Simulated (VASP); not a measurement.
## Cd₂Mg₂Te₄ (ordered alloy cell): computed properties

Level of theory: PBEsol GGA, VASP's PBE PAW potentials (set 64) (plane waves; VASP 6.6.1).

- space group = R3m (160)
- cell = a = 4.5731 Å, b = 4.5731 Å, c = 44.7021 Å, α = 90.00°, β = 90.00°, γ = 120.00°
- volume per atom = 33.73 Å^3/atom
- band gap (over mesh and band path) = 1.22 eV
- smallest direct gap (over mesh and band path) = 1.22 eV
- band-edge character = direct, Γ to Γ
- density = 4.82 g/cm³

Space group R3m, hexagonal axes (No. 160); a = 4.5731 Å, b = 4.5731 Å, c = 44.7021 Å, α = 90.00°, β = 90.00°, γ = 120.00°

```
atom  site  symmetry       x       y       z
----  ----  --------  ------  ------  ------
Mg      3a        3m  0.0000  0.0000  0.9995
Mg      3a        3m  0.0000  0.0000  0.2501
Te      3a        3m  0.0000  0.0000  0.3125
Te      3a        3m  0.0000  0.0000  0.5633
Te      3a        3m  0.0000  0.0000  0.8125
Te      3a        3m  0.0000  0.0000  0.0618
Cd      3a        3m  0.0000  0.0000  0.5004
Cd      3a        3m  0.0000  0.0000  0.7498
```
(The calculation used a cell of 8 atoms; values per cell refer to that cell.)

Unless said otherwise, spin-orbit coupling is left out, though it shifts the bands of the heavy elements here.

The structure was generated: Cd2Mg2Te4 was put into an ordered model structure (R3m), which need not be its known phase. It was relaxed first. Symmetry was kept, so distortions that lower it aren't found.
